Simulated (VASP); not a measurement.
Level of theory: LDA (Ceperley-Alder, Perdew-Zunger), VASP's LDA PAW potentials (set 64) (plane waves; VASP).

Input for VASP

KPOINTS:
```
kpoints
0
gamma
16 16 16
0 0 0
```

POSCAR:
```
Na
1.0
 -1.5705595494   1.5705595494   1.5705595494
  1.5705595494  -1.5705595494   1.5705595494
  1.5705595494   1.5705595494  -1.5705595494
Na
1
Cartesian
  0.0000000000   0.0000000000   0.0000000000
```

INCAR:
```
SYSTEM = Na
PREC = Accurate
ENCUT = 500
EDIFF = 1E-6
NELM = 100
ALGO = Normal
LREAL = .FALSE.
LASPH = .TRUE.
ISMEAR = 1
SIGMA = 0.1
LWAVE = .FALSE.
LCHARG = .FALSE.
IBRION = 2
ISIF = 3
NSW = 40
EDIFFG = -0.02
PSTRESS = 450
```

POTCAR, in this order: Na_pv (LDA.64 set). Program: vasp_std.

### Question
What will the output report for the number of irreducible k-points (NKPTS), largest plane-wave count, number of space-group operations, FFT grid (NGX, NGY, NGZ)?

### Answer

```
Item                                           Value
--------------------------------------  ------------
number of irreducible k-points (NKPTS)           145
largest plane-wave count                         420
number of space-group operations                  48
FFT grid (NGX, NGY, NGZ)                20 × 20 × 20
```

The compound is Na in the bcc structure. This run relaxes it under an external pressure of 45 GPa. Symmetry was kept, so distortions that lower it aren't found.
